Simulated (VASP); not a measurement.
A cell of InAs (zinc blende) near equilibrium:

```xyz
2
Lattice="0.0000 3.0451 3.0451 3.0451 0.0000 3.0451 3.0451 3.0451 0.0000" Properties=species:S:1:pos:R:3 pbc="T T T"
In     0.0000     0.0000     0.0000
As     1.5225     1.5225     1.5225
```

Method: PBEsol GGA, VASP's PBE PAW potentials (set 64) (plane waves; VASP 6.6.1).

```json
[
 {"run": "as it is", "ΔE (meV/atom)": "0.0", "σxx": "0.02", "σyy": "0.02", "σzz": "0.02", "largest shear component, with its sign (GPa)": "0.00"},
 {"run": "after one change", "ΔE (meV/atom)": "1.0", "σxx": "-0.79", "σyy": "-0.79", "σzz": "-0.79", "largest shear component, with its sign (GPa)": "0.00"}
]
```
Stress is in GPa, positive when the cell is compressed.

Task: What was changed between the two runs?
A) biaxial strain of -4.0 % in the xz plane
B) isotropic strain of +0.5 %
C) biaxial strain of +2.0 % in the xy plane
D) isotropic strain of -0.5 %

Result: B, isotropic strain of +0.5 %

The compound is InAs in the zinc blende structure.
